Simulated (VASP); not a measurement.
Calculation: revPBE GGA, VASP's PBE PAW potentials (set 64) (plane waves; VASP).

VASP ran on this input.

File POSCAR:
```
ZnSe
1.0
  0.0000000000   2.8960658378   2.8960658378
  2.8960658378   0.0000000000   2.8960658378
  2.8960658378   2.8960658378   0.0000000000
Zn Se
1 1
Cartesian
  0.0000000000   0.0000000000   0.0000000000
  1.4480329189   1.4480329189   1.4480329189
```

### INCAR
```
ENCUT = 520   # plane-wave cut-off (eV)
ALGO = Normal
EDIFFG = -0.01   # ionic stop
IBRION = 2   # conjugate gradients
EDIFF = 1E-6   # SCF stop (eV)
LCHARG = F
SYSTEM = ZnSe
GGA = RE
NELM = 100   # most electronic steps
NSW = 60
SIGMA = 0.05   # width (eV)
LMAXMIX = 4   # l cut-off of mixed one-centre charges
LREAL = F   # projection in real space or not
ISIF = 3   # ions, shape and volume
LASPH = T
ISMEAR = 0   # Gaussian
PREC = Accurate
LWAVE = F
```

KPOINTS:
```
Automatic mesh
0
Gamma
7 7 7
0 0 0
```

POTCAR, in this order: Zn Se (PBE.64 set). Program: vasp_std.

**Question.** Estimate the energy per atom (σ→0), band gap (on the k-mesh).

**Answer.** 
```json
{
  "energy per atom (σ→0)": "-2.736 eV/atom",
  "band gap (on the k-mesh)": "1.15 eV"
}
```

### OSZICAR
```
...
DAV:   7    -0.546942805502E+01    0.14026E-01   -0.18183E-01   565   0.414E+00    0.144E+00
DAV:   8    -0.547167331063E+01   -0.22453E-02   -0.52588E-03   600   0.655E-01    0.445E-01
DAV:   9    -0.547261624085E+01   -0.94293E-03   -0.14765E-03   568   0.322E-01    0.762E-02
DAV:  10    -0.547281688170E+01   -0.20064E-03   -0.22944E-04   605   0.149E-01    0.169E-02
DAV:  11    -0.547286618262E+01   -0.49301E-04   -0.83984E-05   545   0.879E-02    0.764E-03
DAV:  12    -0.547287094678E+01   -0.47642E-05   -0.91358E-06   630   0.309E-02    0.561E-03
DAV:  13    -0.547287162304E+01   -0.67627E-06   -0.23004E-06   524   0.143E-02
   1 F= -.54728716E+01 E0= -.54728716E+01  d E =-.547287E+01
```

The compound is ZnSe in the zinc blende structure. It was relaxed first, which changed the volume by +7 %. The start is the result of an earlier pass.
